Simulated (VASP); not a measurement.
# Calcium: accuracy against cost in the smearing and SCF solver

Aim: find what the smearing and SCF solver change for Calcium, and what they cost. The series runs use r2SCAN. The smearing tried: ISMEAR = -1, SIGMA = 0.01; ISMEAR = -1, SIGMA = 0.05; ISMEAR = -1, SIGMA = 0.1; ISMEAR = -1, SIGMA = 0.2; ISMEAR = -1, SIGMA = 0.5; ISMEAR = 2, SIGMA = 0.01; ISMEAR = 2, SIGMA = 0.05; ISMEAR = 2, SIGMA = 0.1; ISMEAR = 2, SIGMA = 0.2; ISMEAR = 2, SIGMA = 0.5; ISMEAR = -5. The SCF solver tried: ALGO = Normal; ALGO = Fast; ALGO = VeryFast; ALGO = All; ALGO = Damped; AMIX = 0.1, BMIX = 0.01; AMIX = 0.8; IMIX = 1, AMIX = 0.2. The start is a cell from a database of measured crystal structures.

Method: r2SCAN; plane waves and PAW (Ca_sv), in VASP 6.6.1.

### Step 1. Set-up

The structure is cubic, space group Fm-3m (No. 225). Conventional cell: a = 5.588 Å, b = 5.588 Å, c = 5.588 Å, α = 90.00°, β = 90.00°, γ = 90.00°. Nearest to Ca lie 12 Ca at 3.95 Å.

### Step 2. Smearing: ISMEAR = -1, SIGMA = 0.01

Smearing steadies the sum over the Fermi surface at the price of an entropy term. r2SCAN adds the kinetic-energy density, costs more than a GGA and is run with LASPH.

INCAR

```
SYSTEM = Ca
PREC = Accurate
ENCUT = 400
EDIFF = 1E-06
NELM = 100
ISMEAR = -1
SIGMA = 0.01
LREAL = .FALSE.
ALGO = Normal
METAGGA = R2SCAN
LASPH = .TRUE.
NBANDS = 11
LORBIT = 11
LWAVE = .FALSE.
LCHARG = .FALSE.
KPAR = 2
ISIF = 2
```

POSCAR

```
Ca
1.0
    0.0000000000      2.7942000000      2.7942000000
    2.7942000000      0.0000000000      2.7942000000
    2.7942000000      2.7942000000      0.0000000000
Ca
1
Direct
    0.0000000000      0.0000000000      0.0000000000
```

KPOINTS

```
Automatic mesh
0
Gamma
7 7 7
0 0 0
```

PAW data sets: Ca_sv (PBE family, release 64).

Launch:

```console
$ mpirun -np 2 vasp_std
```

What it wrote:

```text
[banner, memory and clock lines left out]
running    2 mpi-ranks, on    1 nodes
 distrk:  each k-point on    1 cores,    2 groups
 distr:  one band on    1 cores,    1 groups

 POSCAR found type information on POSCAR Ca
 POSCAR found :  1 types and       1 ions
|                                                                             |
|               ----> ADVICE to this user running VASP <----                  |
|                                                                             |
|     You enforced a specific xc type in the INCAR file but a different       |
|     [... a line on the potential file left out ...]
|     I HOPE YOU KNOW WHAT YOU ARE DOING!                                     |
|                                                                             |

 LDA part: xc-table for (None), standard interpolation
 POSCAR, INCAR and KPOINTS ok, starting setup
 FFT: planning ... GRIDC
 FFT: planning ... GRID_SOFT
 FFT: planning ... GRID
 WAVECAR not read
 entering main loop
       N       E                     dE             d eps       ncg     rms          rms(c)
DAV:   1     0.547704658128E+02    0.54770E+02   -0.46545E+03   440   0.699E+02
DAV:   2    -0.750643528492E+01   -0.62277E+02   -0.61670E+02   497   0.201E+02
DAV:   3    -0.911207445150E+01   -0.16056E+01   -0.15770E+01   623   0.300E+01
DAV:   4    -0.919841627233E+01   -0.86342E-01   -0.85383E-01   544   0.594E+00
DAV:   5    -0.920297395835E+01   -0.45577E-02   -0.45540E-02   650   0.938E-01    0.645E-01
DAV:   6    -0.702336768401E+01    0.21796E+01   -0.25849E+00   662   0.104E+01    0.214E+00
DAV:   7    -0.698032929305E+01    0.43038E-01   -0.42293E-02   601   0.170E+00    0.218E+00
DAV:   8    -0.703932744522E+01   -0.58998E-01   -0.86487E-02   718   0.155E+00    0.636E-01
DAV:   9    -0.703781054162E+01    0.15169E-02   -0.10496E-02   632   0.788E-01    0.415E-01
DAV:  10    -0.704041454703E+01   -0.26040E-02   -0.10110E-02   556   0.674E-01    0.687E-02
DAV:  11    -0.704066192606E+01   -0.24738E-03   -0.18739E-03   615   0.367E-01    0.316E-02
DAV:  12    -0.704061478107E+01    0.47145E-04   -0.18045E-04   628   0.140E-01    0.537E-02
DAV:  13    -0.704065428924E+01   -0.39508E-04   -0.44653E-05   653   0.448E-02    0.821E-03
DAV:  14    -0.704065460744E+01   -0.31821E-06   -0.59553E-06   673   0.143E-02
   1 F= -.70406546E+01 E0= -.70406545E+01  d E =-.168804E-06
```

Wall time 50 s (2 MPI ranks of AMD EPYC 7R43, shared host); peak memory 0.24 GiB.

The logs omit lines about the potential files and the build; timing stands in the text.

From OUTCAR (step 2):

```text
ion  position               nearest neighbor table
   1  0.000  0.000  0.000-

  LATTYP: Found a face centered cubic cell.
 ALAT       =     5.5884000000

 Subroutine GETGRP returns: Found 48 space group operations
 (whereof 48 operations were pure point group operations)

The static configuration has the point symmetry O_h .

 Found     20 irreducible k-points:

   k-points           NKPTS =     20   k-points in BZ     NKDIM =     20   number of bands    NBANDS=     11

   dimension x,y,z NGX =    28 NGY =   28 NGZ =   28
   dimension x,y,z NGXF=    56 NGYF=   56 NGZF=   56

   ENCUT  =  400.0 eV  29.40 Ry    5.42 a.u.   6.44  6.44  6.44*2*pi/ulx,y,z

   NELECT =      10.0000    total number of electrons

 k-points in reciprocal lattice and weights: Automatic mesh
   0.00000000  0.00000000  0.00000000       0.003
   0.14285714  0.00000000  0.00000000       0.023
   0.28571429  0.00000000  0.00000000       0.023
   0.42857143  0.00000000  0.00000000       0.023
   0.14285714  0.14285714  0.00000000       0.017
   0.28571429  0.14285714  0.00000000       0.070
   0.42857143  0.14285714  0.00000000       0.070
  -0.42857143  0.14285714  0.00000000       0.070
  -0.28571429  0.14285714  0.00000000       0.070
[...]
-0.42857143  0.42857143  0.14285714       0.070
  -0.28571429  0.42857143  0.14285714       0.070

 average (electrostatic) potential at core
       1 -53.0533

 E-fermi :   1.8663

 k-point     1 :       0.0000    0.0000    0.0000
  band No.  band energies     occupation
      1     -42.0060      2.00000
      2     -22.0362      2.00000
      3     -22.0362      2.00000
      4     -22.0361      2.00000
      5      -2.3647      2.00000
      6       4.5206      0.00000
      7       4.5206      0.00000
      8       4.5206      0.00000
      9       5.6053      0.00000
     10       5.6053      0.00000
    ...

 k-point     2 :       0.1429    0.0000    0.0000
  band No.  band energies     occupation
      1     -42.0036      2.00000
      2     -22.0609      2.00000
      3     -22.0395      2.00000
      4     -22.0395      2.00000
      5      -2.0085      2.00000
      6       4.1291      0.00000
      7       4.6312      0.00000
      8       4.6312      0.00000
      9       5.5179      0.00000
     10       5.5179      0.00000
    ...

 k-point     3 :       0.2857    0.0000    0.0000
  band No.  band energies     occupation
      1     -41.9984      2.00000
      2     -22.1160      2.00000
      3     -22.0471      2.00000
      4     -22.0470      2.00000
      5      -1.0076      2.00000
      6       3.2308      0.00000
      7       4.6058      0.00000
      8       4.6058      0.00000
      9       5.7194      0.00000
     10       5.7194      0.00000
    ...

  Total       -0.0272980     -0.0272980     -0.0272980     -0.0000000     -0.0000000     -0.0000000
  in kB       -1.0023969     -1.0023969     -1.0023969     -0.0000000     -0.0000000     -0.0000000
  external PRESSURE =      -1.0023969 kB  Pullay stress =       0.0000000 kB

  energy-cutoff  :      400.00
  volume of cell :       43.63
      direct lattice vectors                 reciprocal lattice vectors
     0.000000000  2.794200000  2.794200000    -0.178942094  0.178942094  0.178942094
     2.794200000  0.000000000  2.794200000     0.178942094 -0.178942094  0.178942094
     2.794200000  2.794200000  0.000000000     0.178942094  0.178942094 -0.178942094

 POSITION                                       TOTAL-FORCE (eV/Angst)
 -----------------------------------------------------------------------------------
      0.00000      0.00000      0.00000         0.000000     -0.000000      0.000000
 -----------------------------------------------------------------------------------
    total drift:                               -0.000000     -0.000000     -0.000000

  FREE ENERGIE OF THE ION-ELECTRON SYSTEM (eV)
  ---------------------------------------------------
  free  energy   TOTEN  =        -7.0406546074 eV

  energy  without entropy=       -7.0406544386  energy(sigma->0) =       -7.04065452

 total charge
# of ion       s       p       d       tot
------------------------------------------
    1        2.072   5.840   0.132   8.045

[... 3 further parts left out ...]
```

The k-mesh is coarse for a metal. The PAW data sets were made with PBE, which is usual practice but a small mismatch for other functionals.

This step gave:

```
SCF cycles           : 14
electrons            : 10
bands                : 11
irreducible k-points : 20
symmetry operations  : 48
free energy (TOTEN)  : -7.041 eV
Fermi energy         : 1.866 eV
pressure             : -0.1002 GPa
metallic             : yes
```

The series starts at -7.0407 eV an atom and -0.10 GPa, after 14 cycles in 50 s. The entropy term T·S comes to 0.00 meV an atom in size.

### Step 3. Smearing: ISMEAR = -1, SIGMA = 0.05

Changes to INCAR since step 2:

```diff
@@ -6,3 +6,3 @@
 ISMEAR = -1
-SIGMA = 0.01
+SIGMA = 0.05
 LREAL = .FALSE.
```

POSCAR is that of step 2.

KPOINTS is that of step 2.

Launch:

```console
$ mpirun -np 2 vasp_std
```

What it wrote:

```text
[banner, memory and clock lines left out]
running    2 mpi-ranks, on    1 nodes
[...]
[... a notice as in an earlier step ...]

 LDA part: xc-table for (None), standard interpolation
 POSCAR, INCAR and KPOINTS ok, starting setup
[...]
entering main loop
       N       E                     dE             d eps       ncg     rms          rms(c)
DAV:   1     0.547592367428E+02    0.54759E+02   -0.46545E+03   440   0.699E+02
DAV:   2    -0.751381117636E+01   -0.62273E+02   -0.61640E+02   497   0.201E+02
DAV:   3    -0.911663908029E+01   -0.16028E+01   -0.15696E+01   623   0.300E+01
DAV:   4    -0.920385777700E+01   -0.87219E-01   -0.86026E-01   544   0.596E+00
[...]
DAV:  15    -0.704236399235E+01    0.23826E-05   -0.33343E-06   690   0.935E-03    0.442E-03
DAV:  16    -0.704236510836E+01   -0.11160E-05   -0.32978E-07   268   0.369E-03    0.109E-03
DAV:  17    -0.704236517888E+01   -0.70521E-07   -0.16558E-07   220   0.304E-03
   1 F= -.70423652E+01 E0= -.70391904E+01  d E =-.634965E-02
```

Wall time 55 s (2 MPI ranks); peak memory 0.23 GiB; 1.8 min of CPU time.

From OUTCAR (step 3):

```text
  Total       -0.0377940     -0.0377940     -0.0377940      0.0000000      0.0000000     -0.0000000
  in kB       -1.3878148     -1.3878148     -1.3878148      0.0000000      0.0000000     -0.0000000
  external PRESSURE =      -1.3878148 kB  Pullay stress =       0.0000000 kB

 POSITION                                       TOTAL-FORCE (eV/Angst)
 -----------------------------------------------------------------------------------
      0.00000      0.00000      0.00000        -0.000000      0.000000     -0.000000
 -----------------------------------------------------------------------------------
    total drift:                               -0.000000      0.000000     -0.000000

  FREE ENERGIE OF THE ION-ELECTRON SYSTEM (eV)
  ---------------------------------------------------
  free  energy   TOTEN  =        -7.0423651789 eV

  energy  without entropy=       -7.0360155283  energy(sigma->0) =       -7.03919035

[... 2 parts as in an earlier step ...]

[... 1 further part left out ...]
[key lines of the parts left out:]
E-fermi :   1.8745
```

Against the run before the energy at zero width moves by +1.46 meV an atom and the pressure by -0.04 GPa, after 17 cycles in 55 s. The entropy term T·S comes to 6.35 meV an atom in size.

### Step 4. Smearing: ISMEAR = -1, SIGMA = 0.1

Changes to INCAR since step 3:

```diff
@@ -6,3 +6,3 @@
 ISMEAR = -1
-SIGMA = 0.05
+SIGMA = 0.1
 LREAL = .FALSE.
```

POSCAR is that of step 3.

KPOINTS is that of step 3.

Launch:

```console
$ mpirun -np 2 vasp_std
```

What it wrote:

```text
[... set-up lines as in an earlier step ...]
 entering main loop
       N       E                     dE             d eps       ncg     rms          rms(c)
DAV:   1     0.547429931471E+02    0.54743E+02   -0.46545E+03   440   0.699E+02
DAV:   2    -0.753028654422E+01   -0.62273E+02   -0.61626E+02   497   0.201E+02
DAV:   3    -0.913034554662E+01   -0.16001E+01   -0.15669E+01   623   0.300E+01
DAV:   4    -0.921793021614E+01   -0.87585E-01   -0.86441E-01   544   0.597E+00
[...]
DAV:  14    -0.705430496019E+01   -0.32977E-05   -0.89849E-06   679   0.161E-02    0.344E-03
DAV:  15    -0.705430363227E+01    0.13279E-05   -0.11958E-06   540   0.601E-03    0.244E-03
DAV:  16    -0.705430413402E+01   -0.50175E-06   -0.12839E-07   232   0.298E-03
   1 F= -.70543041E+01 E0= -.70374997E+01  d E =-.336089E-01
```

Wall time 52 s (2 MPI ranks); peak memory 0.23 GiB.

Parts of OUTCAR (step 4):

```text
  Total       -0.0401679     -0.0401679     -0.0401679     -0.0000000     -0.0000000      0.0000000
  in kB       -1.4749842     -1.4749842     -1.4749842     -0.0000000     -0.0000000      0.0000000
  external PRESSURE =      -1.4749842 kB  Pullay stress =       0.0000000 kB

 POSITION                                       TOTAL-FORCE (eV/Angst)
 -----------------------------------------------------------------------------------
      0.00000      0.00000      0.00000         0.000000      0.000000      0.000000
 -----------------------------------------------------------------------------------
    total drift:                               -0.000000     -0.000000     -0.000000

  FREE ENERGIE OF THE ION-ELECTRON SYSTEM (eV)
  ---------------------------------------------------
  free  energy   TOTEN  =        -7.0543041340 eV

  energy  without entropy=       -7.0206952750  energy(sigma->0) =       -7.03749970

[... 2 parts as in an earlier step ...]

[... 1 further part left out ...]
[key lines of the parts left out:]
E-fermi :   1.8801
```

Against the run before the energy at zero width moves by +1.69 meV an atom and the pressure by -0.01 GPa, after 16 cycles in 52 s. The entropy term T·S comes to 33.61 meV an atom in size.

### Step 5. Smearing: ISMEAR = -1, SIGMA = 0.2

Changes to INCAR since step 4:

```diff
@@ -6,3 +6,3 @@
 ISMEAR = -1
-SIGMA = 0.1
+SIGMA = 0.2
 LREAL = .FALSE.
```

POSCAR is that of step 4.

KPOINTS is that of step 4.

Launch:

```console
$ mpirun -np 2 vasp_std
```

What it wrote:

```text
[... set-up lines as in an earlier step ...]
 entering main loop
       N       E                     dE             d eps       ncg     rms          rms(c)
DAV:   1     0.546969238895E+02    0.54697E+02   -0.46545E+03   440   0.699E+02
DAV:   2    -0.759106925039E+01   -0.62288E+02   -0.61616E+02   497   0.201E+02
DAV:   3    -0.918227452122E+01   -0.15912E+01   -0.15594E+01   623   0.299E+01
DAV:   4    -0.926929853020E+01   -0.87024E-01   -0.85949E-01   544   0.596E+00
[...]
DAV:  13    -0.710544922981E+01   -0.39287E-04   -0.49225E-05   681   0.304E-02    0.209E-02
DAV:  14    -0.710545628870E+01   -0.70589E-05   -0.11543E-05   677   0.190E-02    0.509E-03
DAV:  15    -0.710545542288E+01    0.86582E-06   -0.13874E-06   528   0.657E-03
   1 F= -.71054554E+01 E0= -.70359542E+01  d E =-.139002E+00
```

Elapsed: 49 s, on 2 MPI ranks; peak memory 0.24 GiB.

Parts of OUTCAR (step 5):

```text
  Total       -0.0258855     -0.0258855     -0.0258855      0.0000000      0.0000000      0.0000000
  in kB       -0.9505276     -0.9505276     -0.9505276      0.0000000      0.0000000      0.0000000
  external PRESSURE =      -0.9505276 kB  Pullay stress =       0.0000000 kB

 POSITION                                       TOTAL-FORCE (eV/Angst)
 -----------------------------------------------------------------------------------
      0.00000      0.00000      0.00000        -0.000000     -0.000000     -0.000000
 -----------------------------------------------------------------------------------
    total drift:                               -0.000000     -0.000000     -0.000000

  FREE ENERGIE OF THE ION-ELECTRON SYSTEM (eV)
  ---------------------------------------------------
  free  energy   TOTEN  =        -7.1054554229 eV

  energy  without entropy=       -6.9664529788  energy(sigma->0) =       -7.03595420

[... 2 parts as in an earlier step ...]

[... 1 further part left out ...]
[key lines of the parts left out:]
E-fermi :   1.8689
```

Against the run before the energy at zero width moves by +1.55 meV an atom and the pressure by +0.05 GPa, after 15 cycles in 49 s. The entropy term T·S comes to 139.00 meV an atom in size.

### Step 6. Smearing: ISMEAR = -1, SIGMA = 0.5

Changes to INCAR since step 5:

```diff
@@ -6,3 +6,3 @@
 ISMEAR = -1
-SIGMA = 0.2
+SIGMA = 0.5
 LREAL = .FALSE.
```

POSCAR is that of step 5.

KPOINTS is that of step 5.

Launch:

```console
$ mpirun -np 2 vasp_std
```

What it wrote:

```text
[... set-up lines as in an earlier step ...]
 entering main loop
       N       E                     dE             d eps       ncg     rms          rms(c)
DAV:   1     0.544338090948E+02    0.54434E+02   -0.46545E+03   440   0.699E+02
DAV:   2    -0.799624404251E+01   -0.62430E+02   -0.61684E+02   497   0.201E+02
DAV:   3    -0.956147196297E+01   -0.15652E+01   -0.15346E+01   623   0.299E+01
DAV:   4    -0.964512802541E+01   -0.83656E-01   -0.82668E-01   544   0.586E+00
[...]
DAV:  14    -0.747833310319E+01   -0.15222E-05   -0.12583E-05   632   0.204E-02    0.523E-03
DAV:  15    -0.747833128342E+01    0.18198E-05   -0.68046E-07   371   0.690E-03    0.570E-04
DAV:  16    -0.747833125201E+01    0.31412E-07   -0.56209E-08   229   0.207E-03
   1 F= -.74783313E+01 E0= -.70419015E+01  d E =-.872860E+00
```

It took 51 s on 2 MPI ranks; peak memory 0.24 GiB; 1.7 min of CPU time.

Parts of OUTCAR (step 6):

```text
  Total        0.0636014      0.0636014      0.0636014      0.0000000      0.0000000      0.0000000
  in kB        2.3354745      2.3354745      2.3354745      0.0000000      0.0000000      0.0000000
  external PRESSURE =       2.3354745 kB  Pullay stress =       0.0000000 kB

  FREE ENERGIE OF THE ION-ELECTRON SYSTEM (eV)
  ---------------------------------------------------
  free  energy   TOTEN  =        -7.4783312520 eV

  energy  without entropy=       -6.6054717360  energy(sigma->0) =       -7.04190149

[... 3 parts as in an earlier step ...]

[... 1 further part left out ...]
[key lines of the parts left out:]
E-fermi :   1.7523
```

Against the run before the energy at zero width moves by -5.95 meV an atom and the pressure by +0.33 GPa, after 16 cycles in 51 s. The entropy term T·S comes to 872.86 meV an atom in size.

### Step 7. Smearing: ISMEAR = 2, SIGMA = 0.01

Changes to INCAR since step 6:

```diff
@@ -5,4 +5,4 @@
 NELM = 100
-ISMEAR = -1
-SIGMA = 0.5
+ISMEAR = 2
+SIGMA = 0.01
 LREAL = .FALSE.
```

POSCAR is that of step 6.

KPOINTS is that of step 6.

Launch:

```console
$ mpirun -np 2 vasp_std
```

What it wrote:

```text
[... set-up lines as in an earlier step ...]
 entering main loop
       N       E                     dE             d eps       ncg     rms          rms(c)
DAV:   1     0.547719895558E+02    0.54772E+02   -0.46545E+03   440   0.699E+02
DAV:   2    -0.750600500693E+01   -0.62278E+02   -0.61691E+02   497   0.201E+02
DAV:   3    -0.911206852750E+01   -0.16061E+01   -0.15848E+01   623   0.300E+01
DAV:   4    -0.919840220564E+01   -0.86334E-01   -0.85382E-01   544   0.594E+00
[...]
DAV:  12    -0.704061569340E+01    0.46533E-04   -0.17715E-04   636   0.139E-01    0.531E-02
DAV:  13    -0.704065429553E+01   -0.38602E-04   -0.43710E-05   653   0.443E-02    0.812E-03
DAV:  14    -0.704065458086E+01   -0.28532E-06   -0.58610E-06   665   0.142E-02
   1 F= -.70406546E+01 E0= -.70406546E+01  d E =-.271010E-11
```

Wall time 44 s (2 MPI ranks); peak memory 0.24 GiB; 85 s of CPU time.

Parts of OUTCAR (step 7):

```text
  Total       -0.0274824     -0.0274824     -0.0274824      0.0000000      0.0000000     -0.0000000
  in kB       -1.0091652     -1.0091652     -1.0091652      0.0000000      0.0000000     -0.0000000
  external PRESSURE =      -1.0091652 kB  Pullay stress =       0.0000000 kB

  FREE ENERGIE OF THE ION-ELECTRON SYSTEM (eV)
  ---------------------------------------------------
  free  energy   TOTEN  =        -7.0406545809 eV

  energy  without entropy=       -7.0406545809  energy(sigma->0) =       -7.04065458

[... 3 parts as in an earlier step ...]

[... 1 further part left out ...]
[key lines of the parts left out:]
E-fermi :   1.7918
```

Against the first of the series the energy at zero width stays within 0.01 meV an atom and the pressure within 0.01 GPa, after 14 cycles in 44 s. The entropy term T·S comes to 0.00 meV an atom in size.

(Part 1 of 3 ends here.)

[Lines on the potential files, build, host, timing and source positions are cut from VASP's logs without a mark.]

[Logs are printed without paths, hosts, clocks, repeated set-up lines and the standing remarks that a program may print on its own settings, such as how far it seeks lower states.]

[Hosts, paths, dates, database ids (printed as entryN), source tags and the programs' standing remarks are cut or masked in the printed files.]

[A measured line is paired with the nearest computed mode of its activity, which favours agreement.]
